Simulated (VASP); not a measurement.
YHSe, 3 atoms in the cell. Symmetry: P-6m2, No. 187, hexagonal system. Conventional cell: a = 3.462 Å, b = 3.462 Å, c = 3.519 Å, α = 90.00°, β = 90.00°, γ = 120.00°. Y (site symmetry -6m2) has 3 H at 2.00 Å as nearest neighbours. H (site symmetry -6m2) has 3 Y at 2.00 Å as nearest neighbours. Around Se (site symmetry -6m2) lie 6 H at 2.66 Å and 6 Y at 2.66 Å. The cell comes from a database or a generator and needn't be the stable form of this composition.

```yaml
Program: VASP 6.6.1
Task: single point
Functional: LDA
Potentials_or_basis: VASP PAW LDA potentials, release 64 (Y_sv, H, Se)
Cutoff: 520 eV
k_mesh: 9 × 9 × 8
Occupations: gaussian, width 0.01 eV
Spin: no spin polarisation
Dipole_correction: no
Further_INCAR_settings: ALGO = Normal; EDIFF = 1e-07; NBANDS = 16
```

Potentials or basis: VASP PAW LDA potentials, release 64 (Y_sv, H, Se).

Command:

```bash
$ cat potpaw_LDA.64/Y_sv/POTCAR potpaw_LDA.64/H/POTCAR potpaw_LDA.64/Se/POTCAR > POTCAR
$ mpirun -np 1 vasp_std > vasp.out
```

Hardware: 1 thread of Intel(R) Xeon(R) Platinum 8259CL CPU @ 2.50GHz (Skylake/Cascade Lake), with other jobs on the host.

Q: How long does it take, and how much memory?

A: Run time: 36 s on 1 thread of Intel(R) Xeon(R) Platinum 8259CL CPU @ 2.50GHz (Skylake/Cascade Lake), on a shared host, peak memory 0.18 GiB. Counts: scf iterations 13, k points 60.
